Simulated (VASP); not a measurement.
# LiMo (P-6m2) in VASP: notebook

Runs on LiMo. Level: PBE. Tasks: relaxation of the atoms.

All numbers are computed with VASP 6.6.1; they aren't measurements. Logs are shortened: lines on timing, memory, paths and dates and some standing lists are left out, and cuts for length are marked.

## (1) The undisturbed crystal

The structure is hexagonal, space group P-6m2 (No. 187). Conventional cell: a = 2.673 Å, b = 2.673 Å, c = 5.005 Å, α = 90.00°, β = 90.00°, γ = 120.00°. Around Li (site symmetry -6m2) lie 6 Li at 2.67 Å and 6 Mo at 2.94 Å. Mo (site symmetry -6m2) is surrounded by 6 Mo at 2.67 Å and 6 Li at 2.94 Å.

The cell was built by a generator and needn't be a form met in nature.

## (2) Relaxation of the atoms, PBE, 14.27 Å³/atom (strain = -0.04)

Input file INCAR:

```
SYSTEM = LiMo
PREC = Accurate ; ENCUT = 520
EDIFF = 1E-7 ; ISMEAR = -1
SIGMA = 0.05 ; LREAL = .FALSE.
LASPH = .TRUE. ; NELM = 100
ALGO = Normal ; ISIF = 2
LWAVE = .FALSE. ; LCHARG = .FALSE.
GGA = PE ; IBRION = 2
NSW = 40 ; EDIFFG = -0.02
```

Input file KPOINTS:

```
Automatic mesh
0
G
  11 11 6
  0 0 0
```

Input file POSCAR:

```
LiMo
1.0
    2.5665216000      0.0000000000      0.0000000000
   -1.2832608000      2.2226688000      0.0000000000
    0.0000000000      0.0000000000      5.0047100000
Li Mo
1 1
Direct
    0.0000000000      0.0000000000      0.0000000000
    0.3333300000      0.6666700000      0.5000000000
```

Potentials or basis: VASP PAW PBE potentials, release 64 (Li_sv, Mo_sv).

On the command line:

```
$ cat potpaw_PBE.64/Li_sv/POTCAR potpaw_PBE.64/Mo_sv/POTCAR > POTCAR
$ mpirun -np 1 vasp_std > vasp.out
```

OUTCAR:

```text
SYSTEM = LiMo
   PREC = Accurate
   ENCUT = 520
   EDIFF = 1E-7
   ISMEAR = -1
   LREAL = .FALSE.
   LASPH = .TRUE.
   NELM = 100
   ISIF = 2
   GGA = PE
   IBRION = 2
   NSW = 40
   EDIFFG = -0.02

 ion  position               nearest neighbor table
   1  0.000  0.000  0.000-   2 2.91   2 2.91   2 2.91   2 2.91   2 2.91   2 2.91
   2  0.333  0.667  0.500-   1 2.91   1 2.91   1 2.91   1 2.91   1 2.91   1 2.91

  LATTYP: Found a hexagonal cell.
 ALAT       =     2.5665216000
 C/A-ratio  =     1.9499972258

  Lattice vectors:

 A1 = (   2.5665216000,   0.0000000000,   0.0000000000)
 A2 = (  -1.2832608000,   2.2226688000,   0.0000000000)
 A3 = (   0.0000000000,   0.0000000000,   5.0047100000)

Analysis of symmetry for initial positions (statically):
=====================================================================
 Subroutine PRICEL returns:
 Original cell was already a primitive cell.

 Routine SETGRP: Setting up the symmetry group for a
 hexagonal supercell.

 Subroutine GETGRP returns: Found  4 space group operations
 (whereof  4 operations were pure point group operations)
 out of a pool of 24 trial point group operations.

The static configuration has the point symmetry C_2v.

Analysis of symmetry for dynamics (positions and initial velocities):
=====================================================================
 Subroutine PRICEL returns:
 Original cell was already a primitive cell.

 Routine SETGRP: Setting up the symmetry group for a
 hexagonal supercell.

 Subroutine GETGRP returns: Found  4 space group operations
 (whereof  4 operations were pure point group operations)
 out of a pool of 24 trial point group operations.

The dynamic configuration has the point symmetry C_2v.

 Subroutine INISYM returns: Found  4 space group operations
 (whereof  4 operations are pure point group operations),
 and found     1 'primitive' translations

----------------------------------------------------------------------------------------

                                     Primitive cell

  volume of cell :      28.5495

  direct lattice vectors                    reciprocal lattice vectors
     2.566521600  0.000000000  0.000000000     0.389632411  0.224954793  0.000000000
    -1.283260800  2.222668800  0.000000000     0.000000000  0.449909586  0.000000000
     0.000000000  0.000000000  5.004710000     0.000000000  0.000000000  0.199811777

  length of vectors
     2.566521600  2.566518045  5.004710000     0.449908963  0.449909586  0.199811777

  position of ions in fractional coordinates (direct lattice)
     0.000000000  0.000000000  0.000000000
     0.333330000  0.666670000  0.500000000

  ion indices of the primitive-cell ions
   primitive index   ion index
                 1           1
                 2           2

----------------------------------------------------------------------------------------

 KPOINTS: Automatic mesh

Automatic generation of k-mesh.
 Grid dimensions read from file:
 generate k-points for:   11   11    6

 Generating k-lattice:

  Cartesian coordinates                     Fractional coordinates (reciprocal lattice)
     0.035421128  0.020450436  0.000000000     0.090909091  0.000000000  0.000000000
     0.000000000  0.040900871  0.000000000     0.000000000  0.090909091  0.000000000
     0.000000000  0.000000000  0.033301963     0.000000000  0.000000000  0.166666667

  Length of vectors
     0.040900815  0.040900871  0.033301963

  Shift w.r.t. Gamma in fractional coordinates (k-lattice)
     0.000000000  0.000000000  0.000000000

 Subroutine IBZKPT returns following result:
 ===========================================

 Found    144 irreducible k-points:

 Following reciprocal coordinates:
            Coordinates               Weight
  0.000000  0.000000  0.000000      1.000000
  0.090909  0.000000  0.000000      4.000000
 -0.090909  0.090909  0.000000      2.000000
  0.181818 -0.000000  0.000000      4.000000
 -0.181818  0.181818  0.000000      2.000000
  0.272727  0.000000  0.000000      4.000000
[... 16 lines left out ...]
  0.454545  0.090909  0.000000      4.000000
  0.454545  0.454545  0.000000      2.000000
 [... further k-points ...]
   k-points           NKPTS =    144   k-points in BZ     NKDIM =    144   number of bands    NBANDS=     12
   number of dos      NEDOS =    301   number of ions     NIONS =      2
   total plane-waves  NPLWV =  16000
   dimension x,y,z NGX =    20 NGY =   20 NGZ =   40
   dimension x,y,z NGXF=    40 NGYF=   40 NGZF=   80
   ions per type =               1   1
   NGX,Y,Z   is equivalent  to a cutoff of  12.95, 12.95, 13.29 a.u.
   NGXF,Y,Z  is equivalent  to a cutoff of  25.91, 25.91, 26.57 a.u.
 SYSTEM =  LiMo
   PREC   = accura    normal or accurate (medium, high low for compatibility)
   ISTART =      0    job   : 0-new  1-cont  2-samecut
   ICHARG =      2    charge: 1-file 2-atom 10-const
   ISPIN  =      1    spin polarized calculation?
   LNONCOLLINEAR =      F non collinear calculations
   LSORBIT =      F    spin-orbit coupling
   LASPH  =      T    aspherical Exc in radial PAW
   ENCUT  =  520.0 eV  38.22 Ry    6.18 a.u.   4.77  4.77  9.31*2*pi/ulx,y,z
   NELM   =    100;   NELMIN=  2; NELMDL= -5     # of ELM steps
   EDIFF  = 0.1E-06   stopping-criterion for ELM
   LREAL  =      F    real-space projection
   EDIFFG = -.2E-01   stopping-criterion for IOM
   NSW    =     40    number of steps for IOM
   IBRION =      2    ionic relax: 0-MD 1-quasi-New 2-CG
   NFREE  =      1    steps in history (QN), initial steepest desc. (CG)
   ISIF   =      2    stress and relaxation
   ISYM   =      2    0-nonsym 1-usesym 2-fastsym
   POTIM  = 0.5000    time-step for ionic-motion
   TEBEG  =    0.0;   TEEND  =   0.0 temperature during run
   PSTRESS=    0.0 pullay stress
   NELECT =      17.0000    total number of electrons
   NUPDOWN=      -1.0000    fix difference up-down
   EMIN   =  10.00;   EMAX   =-10.00  energy-range for DOS
   EFERMI =   0.00;   METHOD = LEGACY
   ISMEAR =    -1;   SIGMA  =   0.05  broadening in eV -4-tet -1-fermi 0-gaus
   EFERMI_NEDOS =   21; number of points for ismear=-14 and -15
   IALGO  =     38    algorithm
   IMIX   =      4    mixing-type and parameters
     AMIX     =   0.40;   BMIX     =  1.00
     AMIX_MAG =   1.60;   BMIX_MAG =  1.00
  volume/ion in A,a.u.               =      14.27        96.33
  Fermi-wavevector in a.u.,A,eV,Ry     =   1.377289  2.602698 25.809215  1.896924
  Thomas-Fermi vector in A             =   2.502456
   LORBIT       =      0    0 simple, 1 ext, 2 COOP (PROOUT), +10 PAW based schemes
   GGA     = PE    functional components
   LHFCALC =     F    Hartree Fock is set to
   AEXX    =    0.0000 exact exchange contribution
   IVDW    =     0    specifies the selected vdW correction
   LEPSILON=     F    determine dielectric tensor
   LRPA    =     F    only Hartree local field effects (RPA)
 conjugate gradient relaxation of ions
 non-spin polarized calculation
  energy-cutoff  :      520.00
  volume of cell :       28.55
 maximum number of plane-waves:       799
   NGX =  9   NGY =  9   NGZ = 19

 number of electron      16.9999998 magnetization

 Free energy of the ion-electron system (eV)
  ---------------------------------------------------
  ext. energy  EPLUGINS =         0.00000000
  ---------------------------------------------------
  free energy    TOTEN  =       -11.78080140 eV

  energy without entropy =      -11.76246036  energy(sigma->0) =      -11.77163088

 E-fermi :   7.4664     XC(G=0): -11.0337

 val. band max:        7.4446675043   @ k =   0.2727   0.0000   0.5000
 cond. band min:       7.4837911539   @ k =   0.4545   0.3636   0.5000
 fundamental gap:      0.0391236496
 Fermi energy:         7.4663788159

 k-point     1 :       0.0000    0.0000    0.0000
  band No.  band energies     occupation
      1     -53.4067      2.00000
      2     -37.9398      2.00000
      3     -27.5083      2.00000
      4     -26.1775      2.00000
      5     -26.1775      2.00000
      6       1.8126      2.00000
      7       3.7826      2.00000
      8       6.8590      1.99999
      9       6.9998      1.99982
     10       6.9999      1.99982
     11      10.9245      0.00000
     12      10.9245      0.00000

 k-point     2 :       0.0909    0.0000    0.0000
  band No.  band energies     occupation
      1     -53.3725      2.00000
      2     -37.9333      2.00000
      3     -27.4782      2.00000
      4     -26.3760      2.00000
      5     -26.2214      2.00000
      6       2.1890      2.00000
      7       4.0122      2.00000
      8       6.6207      2.00000
      9       6.6511      2.00000
     10       7.3723      1.73580
     11      10.7987      0.00000
     12      10.9906      0.00000

 k-point     3 :      -0.0909    0.0909    0.0000
  band No.  band energies     occupation
      1     -53.3725      2.00000
      2     -37.9333      2.00000
      3     -27.4782      2.00000
      4     -26.3760      2.00000
      5     -26.2214      2.00000
      6       2.1890      2.00000
      7       4.0122      2.00000
      8       6.6207      2.00000
      9       6.6511      2.00000
     10       7.3722      1.73582
     11      10.7987      0.00000
     12      10.9906      0.00000
[... 286 lines left out ...]
 k-point    23 :       0.4545    0.0909    0.0000
  band No.  band energies     occupation
      1     -52.9502      2.00000
      2     -37.8573      2.00000
      3     -28.4184      2.00000
      4     -27.1109      2.00000
      5     -26.8364      2.00000
      6       2.9516      2.00000
      7       4.0722      2.00000
      8       6.8152      2.00000
      9       8.8967      0.00000
     10       9.7145      0.00000
     11      12.5109      0.00000
     12      14.4074      0.00000

 k-point    24 :       0.4545    0.4545    0.0000
  band No.  band energies     occupation
      1     -52.9502      2.00000
      2     -37.8573      2.00000
      3     -28.4184      2.00000
      4     -27.1109      2.00000
      5     -26.8363      2.00000
      6       2.9516      2.00000
      7       4.0721      2.00000
      8       6.8151      2.00000
      9       8.8967      0.00000
     10       9.7145      0.00000
     11      12.5109      0.00000
     12      14.4073      0.00000

 [... further k-points ...]

------------------------ aborting loop because EDIFF is reached ----------------------------------------

  FORCE on cell =-STRESS in cart. coord.  units (eV):
  Direction    XX          YY          ZZ          XY          YZ          ZX
  --------------------------------------------------------------------------------------
  -------------------------------------------------------------------------------------
  Total        3.7580075      3.7579535      0.0886167     -0.0000348      0.0000000      0.0000000
  in kB      210.8966281    210.8935959      4.9731026     -0.0019514      0.0000000      0.0000000
  external PRESSURE =     142.2544422 kB  Pullay stress =       0.0000000 kB

 VOLUME and BASIS-vectors are now :
 -----------------------------------------------------------------------------
  energy-cutoff  :      520.00
  volume of cell :       28.55
      direct lattice vectors                 reciprocal lattice vectors
     2.566521600  0.000000000  0.000000000     0.389632411  0.224954793  0.000000000
    -1.283260800  2.222668800  0.000000000     0.000000000  0.449909586  0.000000000
     0.000000000  0.000000000  5.004710000     0.000000000  0.000000000  0.199811777

 POSITION                                       TOTAL-FORCE (eV/Angst)
 -----------------------------------------------------------------------------------
      0.00000      0.00000      0.00000        -0.000005      0.000003      0.000000
     -0.00001      1.48179      2.50236         0.000005     -0.000003      0.000000
 -----------------------------------------------------------------------------------
    total drift:                               -0.000001     -0.000002      0.000000

  FREE ENERGIE OF THE ION-ELECTRON SYSTEM (eV)
  ---------------------------------------------------
  free  energy   TOTEN  =       -11.7808014045 eV

  energy  without entropy=      -11.7624603621  energy(sigma->0) =      -11.77163088

 reached required accuracy - stopping structural energy minimisation
```

Wall time 33 s (1 thread of Intel Xeon Platinum 8488C (Sapphire Rapids), shared host); peak memory 0.18 GiB.

What came out:

```
Free energy            : -11.7808 eV
Band gap on the k mesh : none (metal or under the smearing width)
```

Caveat: the cutoff is under 1.25 times the usual one of these potentials, so pressure, stress and relaxed cells hold a basis-set (Pulay) error; the relaxation stopped at its first step, so nothing moved.

## (3) Relaxation of the atoms, PBE, 14.88 Å³/atom (strain = -0.02)

INCAR is that of step 2.

KPOINTS is that of step 2.

Input file POSCAR:

```
LiMo
1.0
    2.6199908000      0.0000000000      0.0000000000
   -1.3099954000      2.2689744000      0.0000000000
    0.0000000000      0.0000000000      5.0047100000
Li Mo
1 1
Direct
    0.0000000000      0.0000000000      0.0000000000
    0.3333300000      0.6666700000      0.5000000000
```

Potentials or basis: VASP PAW PBE potentials, release 64 (Li_sv, Mo_sv).

On the command line:

```
$ cat potpaw_PBE.64/Li_sv/POTCAR potpaw_PBE.64/Mo_sv/POTCAR > POTCAR
$ mpirun -np 1 vasp_std > vasp.out
```

Wall time 39 s (1 thread of Intel Xeon Platinum 8488C (Sapphire Rapids), shared host); peak memory 0.18 GiB.

It converged, with:

```
Free energy            : -11.8986 eV
Band gap on the k mesh : none (metal or under the smearing width)
```

Caveat: the cutoff is under 1.25 times the usual one of these potentials, so pressure, stress and relaxed cells hold a basis-set (Pulay) error; the relaxation stopped at its first step, so nothing moved.

## (4) For comparison

An earlier run on the cell as given: functional PBE; potentials or basis VASP PAW PBE potentials, release 64 (Li_sv, Mo_sv); cutoff 520 eV; k mesh 11 × 11 × 6; occupations fermi-dirac, width 0.05 eV; no spin polarisation.

- Band gap on the k mesh: none (metal or under the smearing width)
